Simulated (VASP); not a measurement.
Consider the following.

```yaml
crystal:
  lattice:
    - [2.46533, 0.00000, 0.00000]
    - [-1.23267, 2.13504, 0.00000]
    - [0.00000, 0.00000, 19.19953]
  atoms:
    - { symbol: C, position: [0.00000, 0.00000, 0.41333] }
    - { symbol: C, position: [0.66667, 0.33333, 0.41333] }
    - { symbol: C, position: [0.00000, 0.00000, 0.58667] }
    - { symbol: C, position: [0.33333, 0.66667, 0.58667] }
```

Method: optB88-vdW, VASP's PBE PAW potentials (set 64) (plane waves; VASP). Run with PREC = Normal, EDIFF = 1E-5, 500 eV cut-off, 24×24×1 Γ-centred mesh, first-order Methfessel-Paxton smearing of 0.10 eV, potentials C.

### Question
What does the run give for the energy per atom (σ→0), band gap (on the k-mesh) with the smallest direct gap where there is one?

### Answer

```
Quantity                                                     Value
------------------------  ----------------------------------------
band gap (on the k-mesh)  none (metal, semimetal or under 0.01 eV)
energy per atom (σ→0)                               -7.992 eV/atom
```

Total energies compare only between runs with the same potentials, cut-off and functional.

The cell is a sheet with vacuum, built from C (graphite).
